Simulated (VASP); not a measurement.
# Ti3Se (P-6m2) in VASP: settings compared

One crystal, Ti3Se, is run at these levels: PBEsol, LDA; tasks: phonons.

Program: VASP 6.6.1. These are calculated values, not measurements. Logs are shortened: lines on timing, memory, paths and dates and some standing lists are left out, and cuts for length are marked.

**1. Starting point**

It takes space group P-6m2 (No. 187, hexagonal). Conventional cell: a = 3.197 Å, b = 3.197 Å, c = 7.943 Å, α = 90.00°, β = 90.00°, γ = 120.00°. Se (site symmetry -6m2) is surrounded by 6 Ti at 2.58 Å. Around Ti (site symmetry -6m2) lie 12 Ti at 2.85 to 3.20 Å. Ti (site symmetry 3m) is surrounded by 3 Se at 2.58 Å and 3 Ti at 2.85 Å.

The cell comes from a database or a generator and needn't be the stable form of this composition.

**2. Phonons, PBEsol**

POSCAR

```
Ti3Se
1.0
    3.1974455988      0.0000000000      0.0000000000
   -1.5987227994      2.7690691158      0.0000000000
    0.0000000000      0.0000000000      7.9427450000
Se Ti
1 3
Direct
    0.0000000000      0.0000000000      0.0000000000
    0.6666666667      0.3333333333      0.5000000000
    0.3333333333      0.6666666667      0.7729020000
    0.3333333333      0.6666666667      0.2270980000
```

INCAR.step1

```
SYSTEM = Ti3Se
  ALGO = Normal
  EDIFF = 1E-8
  EDIFFG = -0.002
  ENCUT = 600
  GGA = PS
  IBRION = 2
  ISIF = 3
  ISMEAR = 0
  KPAR = 4
  LASPH = .TRUE.
  LCHARG = .FALSE.
  LREAL = .FALSE.
  LWAVE = .FALSE.
  NELM = 60
  NSW = 40
  PREC = Accurate
  SIGMA = 0.02
```

INCAR.step2

```
SYSTEM = Ti3Se
  ALGO = Normal
  EDIFF = 1E-8
  ENCUT = 600
  GGA = PS
  IBRION = 8
  ISIF = 2
  ISMEAR = 0
  KPAR = 4
  LASPH = .TRUE.
  LCHARG = .FALSE.
  LEPSILON = .TRUE.
  LREAL = .FALSE.
  LWAVE = .FALSE.
  NELM = 60
  NSW = 1
  PREC = Accurate
  SIGMA = 0.02
```

KPOINTS

```
k-points
0
G
  10 10 4
  0 0 0
```

Potentials or basis: VASP PAW PBE potentials, release 64 (Se, Ti_sv).

Launch:

```console
$ cat potpaw_PBE.64/Se/POTCAR potpaw_PBE.64/Ti_sv/POTCAR > POTCAR
$ cp INCAR.step1 INCAR
$ mpirun -np 4 vasp_std > vasp.out
$ cp CONTCAR POSCAR
$ cp INCAR.step2 INCAR
$ mpirun -np 4 vasp_std > vasp.out
```

OUTCAR:

```text
SYSTEM = Ti3Se
   EDIFF = 1E-8
   ENCUT = 600
   GGA = PS
   IBRION = 8
   ISIF = 2
   ISMEAR = 0
   LASPH = .TRUE.
   LEPSILON = .TRUE.
   LREAL = .FALSE.
   NELM = 60
   NSW = 1
   PREC = Accurate

 ion  position               nearest neighbor table
   1  0.000  0.000  0.000-   3 2.55   4 2.55   3 2.55   4 2.55   3 2.55   4 2.55
   2  0.667  0.333  0.500-   3 2.81   4 2.81   3 2.81   4 2.81   3 2.81   4 2.81
   3  0.333  0.667  0.772-   1 2.55   1 2.55   1 2.55   2 2.81   2 2.81   2 2.81
   4  0.333  0.667  0.228-   1 2.55   1 2.55   1 2.55   2 2.81   2 2.81   2 2.81

  LATTYP: Found a hexagonal cell.
 ALAT       =     3.1536245455
 C/A-ratio  =     2.4887415047

  Lattice vectors:

 A1 = (   3.1536245455,   0.0000000000,   0.0000000000)
 A2 = (  -1.5768122728,   2.7311189704,   0.0000000000)
 A3 = (   0.0000000000,   0.0000000000,   7.8485562968)

Analysis of symmetry for initial positions (statically):
=====================================================================
 Subroutine PRICEL returns:
 Original cell was already a primitive cell.

 Routine SETGRP: Setting up the symmetry group for a
 hexagonal supercell.

 Subroutine GETGRP returns: Found 12 space group operations
 (whereof 12 operations were pure point group operations)
 out of a pool of 24 trial point group operations.

The static configuration has the point symmetry D_3h.

Analysis of symmetry for dynamics (positions and initial velocities):
=====================================================================
 Subroutine PRICEL returns:
 Original cell was already a primitive cell.

 Routine SETGRP: Setting up the symmetry group for a
 hexagonal supercell.

 Subroutine GETGRP returns: Found 12 space group operations
[... 948 lines left out ...]
 ---------------------------------------------------------------------------------
 ion    1
    1    -0.09744     0.00000     0.00000
    2    -0.00000    -0.09744     0.00000
    3     0.00000     0.00000    -1.70754
 ion    2
    1     0.33966     0.00000     0.00000
    2     0.00000     0.33966     0.00000
    3     0.00000     0.00000     0.94758
 ion    3
    1    -0.12111     0.00000     0.00000
    2     0.00000    -0.12111     0.00000
    3     0.00000     0.00000     0.37998
 ion    4
    1    -0.12111     0.00000     0.00000
    2     0.00000    -0.12111     0.00000
    3     0.00000     0.00000     0.37998

 INTERNAL STRAIN TENSOR FOR ION    4 for displacements in x,y,z  (eV/Angst):
          X           Y           Z          XY          YZ          ZX
  --------------------------------------------------------------------------------
  x     0.00000     0.00000     0.00000     0.50515    -0.00000    -5.73665
  y     0.50515    -0.50515     0.00000     0.00000    -4.62026     0.00000
  z    -3.11662    -3.11662    -4.01549    -0.00000     0.00000     0.00000

 SECOND DERIVATIVES (NOT SYMMETRIZED)
 ------------------------------------
               1X          1Y          1Z          2X          2Y          2Z          3X          3Y          3Z          4X          4Y          4Z
  1X    -7.666106    0.000000    0.000000   -0.199850    0.000000    0.000000    3.932978    0.000000    0.000000    3.932978    0.000000    0.000000
  1Y     0.000000   -7.666106    0.000000    0.000000   -0.199850    0.000000    0.000000    3.932978    0.000000    0.000000    3.932978    0.000000
  1Z     0.000000    0.000000  -10.942884    0.000000    0.000000    0.875470    0.000000    0.000000    5.033707   -0.000000    0.000000    5.033707
  2X    -0.200161    0.000000    0.000000   -2.156444    0.000000    0.000000    1.178303   -0.000000    0.000000    1.178303   -0.000000    0.000000
  2Y    -0.000000   -0.200161    0.000000   -0.000000   -2.156444    0.000000    0.000000    1.178303    0.000000    0.000000    1.178303    0.000000
  2Z    -0.000000   -0.000000    0.833708   -0.000000    0.000000  -10.141430   -0.000000    0.000000    4.653861    0.000000   -0.000000    4.653861
  3X     3.930717   -0.000000    0.000000    1.171354    0.000000    0.000000   -5.857123    0.000000    0.000000    0.755052    0.000000    0.000000
  3Y    -0.000000    3.930717    0.000000    0.000000    1.171354    0.000000    0.000000   -5.857123    0.000000    0.000000    0.755052    0.000000
  3Z    -0.000000   -0.000000    5.057267   -0.000000    0.000000    4.629579   -0.000000   -0.000000  -11.268496   -0.000000    0.000000    1.581650
  4X     3.930717   -0.000000    0.000000    1.171354   -0.000000   -0.000000    0.755052    0.000000    0.000000   -5.857123    0.000000    0.000000
  4Y     0.000000    3.930717   -0.000000    0.000000    1.171354   -0.000000   -0.000000    0.755052    0.000000   -0.000000   -5.857123    0.000000
  4Z    -0.000000   -0.000000    5.057267   -0.000000    0.000000    4.629579    0.000000   -0.000000    1.581650    0.000000    0.000000  -11.268496

 Eigenvectors and eigenvalues of the dynamical matrix
 ----------------------------------------------------

   1 f  =    9.496640 THz    59.669149 2PiTHz  316.773812 cm-1    39.274929 meV
             X         Y         Z           dx          dy          dz
      0.000000  0.000000  0.000000    -0.000000   -0.000000   -0.329143
      1.576812  0.910373  3.924278    -0.000000   -0.000000   -0.603962
     -0.000000  1.820746  6.061032     0.000000    0.000000    0.513271
     -0.000000  1.820746  1.787525     0.000000   -0.000000    0.513271
[... 71 lines left out ...]
  12 f/i=    0.004898 THz     0.030772 2PiTHz    0.163366 cm-1     0.020255 meV
             X         Y         Z           dx          dy          dz
      0.000000  0.000000  0.000000    -0.153626    0.575748    0.000000
      1.576812  0.910373  3.924278    -0.119283    0.447040    0.000000
     -0.000000  1.820746  6.061032    -0.119657    0.448444    0.000000
     -0.000000  1.820746  1.787525    -0.119657    0.448444    0.000000

--------------------------------------------------------------------------------------------------------

 MACROSCOPIC STATIC DIELECTRIC TENSOR IONIC CONTRIBUTION
 ------------------------------------------------------
           0.149228    -0.000000    -0.000000
          -0.000000     0.149228     0.000000
          -0.000000     0.000000     0.889330
 ------------------------------------------------------

 ELASTIC MODULI CONTR FROM IONIC RELAXATION (kBar)
 Direction    XX          YY          ZZ          XY          YZ          ZX
 --------------------------------------------------------------------------------
 XX        -321.5322    249.8700    -46.1652      0.0000      0.0000     -0.0000
 YY         249.8700   -321.5322    -46.1652     -0.0000     -0.0000      0.0000
 ZZ         -46.1652    -46.1652    -59.4799     -0.0000      0.0000      0.0000
 XY           0.0000     -0.0000     -0.0000   -285.7011     -0.0000      0.0000
 YZ           0.0000     -0.0000      0.0000     -0.0000   -153.0344     -0.0000
 ZX          -0.0000      0.0000      0.0000      0.0000     -0.0000   -235.9246
 --------------------------------------------------------------------------------

 PIEZOELECTRIC TENSOR IONIC CONTR  for field in x, y, z        (C/m^2)
          XX          YY          ZZ          XY          YZ          ZX
  --------------------------------------------------------------------------------
  x    -0.00000     0.00000     0.00000     0.17952     0.00000    -0.00000
  y     0.17952    -0.17952    -0.00000    -0.00000    -0.00000     0.00000
  z    -0.00000    -0.00000    -0.00000    -0.00000     0.00000    -0.00000
```

OSZICAR.step1:

```text
N       E                     dE             d eps       ncg     rms          rms(c)
DAV:   1     0.524070208581E+03    0.52407E+03   -0.24206E+04  2100   0.220E+03
DAV:   2     0.338140792318E+02   -0.49026E+03   -0.48643E+03  2117   0.600E+02
DAV:   3    -0.288293458314E+02   -0.62643E+02   -0.61747E+02  3902   0.174E+02
[... 134 lines left out ...]
DAV:   5    -0.309369473677E+02   -0.12039E-06   -0.22100E-06  3011   0.136E-02    0.188E-03
DAV:   6    -0.309369475228E+02   -0.15509E-06   -0.35819E-07  3344   0.445E-03    0.748E-04
DAV:   7    -0.309369475822E+02   -0.59375E-07   -0.69881E-08  2652   0.257E-03    0.408E-04
DAV:   8    -0.309369476359E+02   -0.53684E-07   -0.66047E-09  1159   0.915E-04    0.663E-05
DAV:   9    -0.309369476388E+02   -0.28758E-08   -0.25904E-09  1119   0.556E-04
  10 F= -.30936948E+02 E0= -.30936511E+02  d E =-.265056E-05
```

It took 21 min on 4 MPI ranks of AMD EPYC 9R45 (Zen 5), shared host; peak memory 0.94 GiB.

Results:

| Property | Result |
| --- | --- |
| Relaxed volume | 16.90 Å³/atom |
| Relaxed cell | a = 3.154 Å, b = 3.154 Å, c = 7.849 Å, α = 90.00°, β = 90.00°, γ = 120.00° |
| Space group after relaxing (to 0.05 Å) | P-6m2 (No. 187) |
| Electronic dielectric tensor (diagonal) | 68.55, 68.55, 88.80 |
| Born charges (mean of the diagonal) | Se -0.63; Ti +0.54, +0.05 e |
| Highest phonon frequency at Γ, LO-TO splitting left out | 317 cm⁻¹ |

The path:
| step | energy change (eV) | largest force (eV/Å) | pressure (GPa) | volume (Å³) |
| --- | --- | --- | --- | --- |
| 1 | 0.0000 | 0.0620 | -4.41 | 70.32 |
| 2 | -0.0081 | 0.2316 | 4.35 | 65.51 |
| 3 | -0.0376 | 0.0832 | -0.05 | 67.71 |
| 4 | -0.0376 | 0.0864 | 0.04 | 67.66 |
| 5 | -0.0382 | 0.0403 | 0.06 | 67.60 |
| 6 | -0.0383 | 0.0070 | 0.08 | 67.55 |
| 7 | -0.0383 | 0.0086 | 0.08 | 67.56 |
| 8 | -0.0383 | 0.0003 | -0.08 | 67.64 |
| 9 | -0.0383 | 0.0035 | -0.01 | 67.60 |
| 10 | -0.0384 | 0.0013 | 0.00 | 67.60 |

Final structure:
```
Se Ti
1.0
     3.15362    0.00000    0.00000
    -1.57681    2.73112    0.00000
     0.00000    0.00000    7.84856
Se Ti
1 3
Direct
  0.00000 0.00000 0.00000
  0.66667 0.33333 0.50000
  0.33333 0.66667 0.77225
  0.33333 0.66667 0.22775
```

Phonon frequencies in cm⁻¹ (negative: imaginary):
```tsv
q point	frequencies
(0.000, 0.000, 0.000)	0 0 0 118 118 194 194 224 232 232 270 317
```

Electronic dielectric tensor:
```
68.55  0.00  0.00
 0.00 68.55  0.00
 0.00  0.00 88.80
```

Born effective charge tensors (e):
atom 1, Se
```
-0.10  0.00  0.00
 0.00 -0.10  0.00
 0.00  0.00 -1.71
```
atom 2, Ti
```
0.34 0.00 0.00
0.00 0.34 0.00
0.00 0.00 0.95
```
atom 3, Ti
```
-0.12  0.00  0.00
 0.00 -0.12  0.00
 0.00  0.00  0.38
```
atom 4, Ti
```
-0.12  0.00  0.00
 0.00 -0.12  0.00
 0.00  0.00  0.38
```

Caveat: the PAW data sets were made with another functional, which shifts forces and pressure a little.

**3. Phonons, LDA**

POSCAR is that of step 2.

Changes to INCAR.step1 since step 2:

```diff
@@ -5,3 +5,2 @@
   ENCUT = 600
-  GGA = PS
   IBRION = 2
```

Changes to INCAR.step2 since step 2:

```diff
@@ -4,3 +4,2 @@
   ENCUT = 600
-  GGA = PS
   IBRION = 8
```

KPOINTS is that of step 2.

Potentials or basis: VASP PAW LDA potentials, release 64 (Se, Ti_sv).

Launch:

```console
$ cat potpaw_LDA.64/Se/POTCAR potpaw_LDA.64/Ti_sv/POTCAR > POTCAR
$ cp INCAR.step1 INCAR
$ mpirun -np 4 vasp_std > vasp.out
$ cp CONTCAR POSCAR
$ cp INCAR.step2 INCAR
$ mpirun -np 4 vasp_std > vasp.out
```

OUTCAR:

```text
SYSTEM = Ti3Se
   EDIFF = 1E-8
   ENCUT = 600
   IBRION = 8
   ISIF = 2
   ISMEAR = 0
   LASPH = .TRUE.
   LEPSILON = .TRUE.
   LREAL = .FALSE.
   NELM = 60
   NSW = 1
   PREC = Accurate

 ion  position               nearest neighbor table
   1  0.000  0.000  0.000-   3 2.53   4 2.53   3 2.53   4 2.53   3 2.53   4 2.53
   2  0.667  0.333  0.500-   3 2.77   4 2.77   3 2.77   4 2.77   3 2.77   4 2.77
   3  0.333  0.667  0.771-   1 2.53   1 2.53   1 2.53   2 2.77   2 2.77   2 2.77
[... 1105 lines left out ...]
             X         Y         Z           dx          dy          dz
      0.000000  0.000000  0.000000    -0.192870   -0.563962   -0.000000
      1.562999  0.902398  3.875990    -0.149686   -0.437690   -0.000000
     -0.000000  1.804796  5.979321    -0.150177   -0.439126   -0.000000
     -0.000000  1.804796  1.772660    -0.150177   -0.439126   -0.000000

--------------------------------------------------------------------------------------------------------

 MACROSCOPIC STATIC DIELECTRIC TENSOR IONIC CONTRIBUTION
 ------------------------------------------------------
           0.519709    -0.000000     0.000000
          -0.000000     0.519709    -0.000000
           0.000000    -0.000000     0.862869
 ------------------------------------------------------

 ELASTIC MODULI CONTR FROM IONIC RELAXATION (kBar)
 Direction    XX          YY          ZZ          XY          YZ          ZX
 --------------------------------------------------------------------------------
 XX        -375.9417    287.8055    -47.0748      0.0000     -0.0000     -0.0000
 YY         287.8055   -375.9417    -47.0748     -0.0000      0.0000      0.0000
 ZZ         -47.0748    -47.0748    -50.2866     -0.0000     -0.0000     -0.0000
 XY           0.0000     -0.0000     -0.0000   -331.8736      0.0000      0.0000
 YZ          -0.0000      0.0000     -0.0000      0.0000   -197.4956      0.0000
 ZX          -0.0000      0.0000     -0.0000      0.0000      0.0000   -287.4793
 --------------------------------------------------------------------------------

 PIEZOELECTRIC TENSOR IONIC CONTR  for field in x, y, z        (C/m^2)
          XX          YY          ZZ          XY          YZ          ZX
  --------------------------------------------------------------------------------
  x    -0.00000     0.00000     0.00000     0.39069    -0.00000    -0.00000
  y     0.39069    -0.39069     0.00000    -0.00000     0.00000     0.00000
  z     0.00000     0.00000     0.00000     0.00000    -0.00000    -0.00000
```

OUTCAR.step1:

```text
SYSTEM = Ti3Se
   EDIFF = 1E-8
   EDIFFG = -0.002
   ENCUT = 600
   IBRION = 2
   ISIF = 3
   ISMEAR = 0
   LASPH = .TRUE.
   LREAL = .FALSE.
[... 1090 lines left out ...]
  -------------------------------------------------------------------------------------
  Total       -0.0046430     -0.0046430     -0.0009725      0.0000000      0.0000000      0.0000000
  in kB       -0.1133925     -0.1133925     -0.0237510      0.0000000      0.0000000      0.0000000
  external PRESSURE =      -0.0835120 kB  Pullay stress =       0.0000000 kB
[... 19 lines left out ...]
  FREE ENERGIE OF THE ION-ELECTRON SYSTEM (eV)
  ---------------------------------------------------
  free  energy   TOTEN  =       -31.9251906212 eV

  energy  without entropy=      -31.9243878505  energy(sigma->0) =      -31.92478924

 reached required accuracy - stopping structural energy minimisation
```

OSZICAR.step1:

```text
N       E                     dE             d eps       ncg     rms          rms(c)
DAV:   1     0.521493451787E+03    0.52149E+03   -0.24178E+04  2100   0.219E+03
DAV:   2     0.322431837530E+02   -0.48925E+03   -0.48548E+03  2117   0.598E+02
[... 130 lines left out ...]
DAV:   3    -0.319252055058E+02   -0.29247E-05   -0.22059E-04  3085   0.153E-01    0.310E-02
DAV:   4    -0.319251902961E+02    0.15210E-04   -0.14526E-04  3277   0.113E-01    0.629E-03
DAV:   5    -0.319251904409E+02   -0.14480E-06   -0.88578E-06  2928   0.266E-02    0.289E-03
DAV:   6    -0.319251905927E+02   -0.15173E-06   -0.10182E-06  3472   0.861E-03    0.167E-03
DAV:   7    -0.319251906233E+02   -0.30618E-07   -0.29416E-07  3114   0.484E-03    0.517E-04
DAV:   8    -0.319251906212E+02    0.21155E-08   -0.38902E-08  1871   0.189E-03
  10 F= -.31925191E+02 E0= -.31924789E+02  d E =-.556445E-05
```

Run time: 22 min. Hardware: 4 MPI ranks of AMD EPYC 9R45 (Zen 5), shared host; peak memory 0.93 GiB.

Results:

| Item | Value |
| --- | --- |
| Relaxed volume | 16.40 Å³/atom |
| Relaxed cell | a = 3.126 Å, b = 3.126 Å, c = 7.752 Å, α = 90.00°, β = 90.00°, γ = 120.00° |
| Space group after relaxing (to 0.05 Å) | P-6m2 (No. 187) |
| Electronic dielectric tensor (diagonal) | 87.18, 87.18, 87.44 |
| Born charges (mean of the diagonal) | Se -0.91; Ti +0.73, +0.09 e |
| Highest phonon frequency at Γ, LO-TO splitting left out | 329 cm⁻¹ |

The path:
```csv
step,energy change (eV),largest force (eV/Å),pressure (GPa),volume (Å³)
1,0.0000,0.0778,-7.81,70.32
2,-0.0156,0.4841,8.95,61.95
3,-0.1189,0.1711,-0.13,65.81
4,-0.1189,0.1771,0.05,65.72
5,-0.1209,0.0807,0.07,65.63
6,-0.1214,0.0126,0.10,65.55
7,-0.1214,0.0011,0.10,65.56
8,-0.1214,0.0046,-0.12,65.66
9,-0.1214,0.0021,-0.02,65.61
10,-0.1214,0.0002,-0.01,65.60
```

Final structure:
```
Se Ti
1.0
     3.12600    0.00000    0.00000
    -1.56300    2.70719    0.00000
     0.00000    0.00000    7.75198
Se Ti
1 3
Direct
  0.00000 0.00000 0.00000
  0.66667 0.33333 0.50000
  0.33333 0.66667 0.77133
  0.33333 0.66667 0.22867
```

Phonon frequencies in cm⁻¹ (negative: imaginary):
| q point | frequencies |
| --- | --- |
| (0.000, 0.000, 0.000) | 0 0 0 110 110 198 198 229 234 234 278 329 |

Electronic dielectric tensor:
```
87.18  0.00  0.00
 0.00 87.18  0.00
 0.00  0.00 87.44
```

Born effective charge tensors (e):
atom 1, Se
```
-0.59  0.00  0.00
 0.00 -0.59  0.00
 0.00  0.00 -1.55
```
atom 2, Ti
```
0.50 0.00 0.00
0.00 0.50 0.00
0.00 0.00 1.18
```
atom 3, Ti
```
0.04 0.00 0.00
0.00 0.04 0.00
0.00 0.00 0.18
```
atom 4, Ti
```
0.04 0.00 0.00
0.00 0.04 0.00
0.00 0.00 0.18
```
